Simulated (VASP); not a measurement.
## BAs (space group P6_3mc): computed properties

Calculation: r2SCAN meta-GGA, VASP's PBE PAW potentials (set 64) (plane waves; VASP).

```yaml
space_group: P6_3mc (186)
cell: a = 3.369 Å, b = 3.369 Å, c = 5.576 Å, α = 90.00°, β = 90.00°, γ = 120.00°
volume_per_atom: 13.70 Å^3/atom
band gap (over mesh and band path): 1.33 eV
smallest direct gap (over mesh and band path): 2.42 eV
band_edge_character: indirect, Γ to M
density: 5.20 g/cm³
```

```cif
data_As2B2
_chemical_formula_sum 'B2 As2'
_space_group_name_H-M_alt 'P63mc'
_space_group_IT_number 186
_space_group_name_Hall 'P 6c -2c'
_cell_length_a 3.36860
_cell_length_b 3.36860
_cell_length_c 5.57596
_cell_angle_alpha 90.000
_cell_angle_beta 90.000
_cell_angle_gamma 120.000
loop_
_atom_site_label
_atom_site_type_symbol
_atom_site_symmetry_multiplicity
_atom_site_Wyckoff_symbol
_atom_site_fract_x
_atom_site_fract_y
_atom_site_fract_z
_atom_site_occupancy
B1 B 2 b 0.33333 0.66667 0.37467 1
As1 As 2 b 0.33333 0.66667 0.00033 1
```

The structure comes from a computed database's BAs entry (P6_3mc); how it stands against other phases isn't given here. It was relaxed first. Symmetry was kept, so distortions that lower it aren't found.
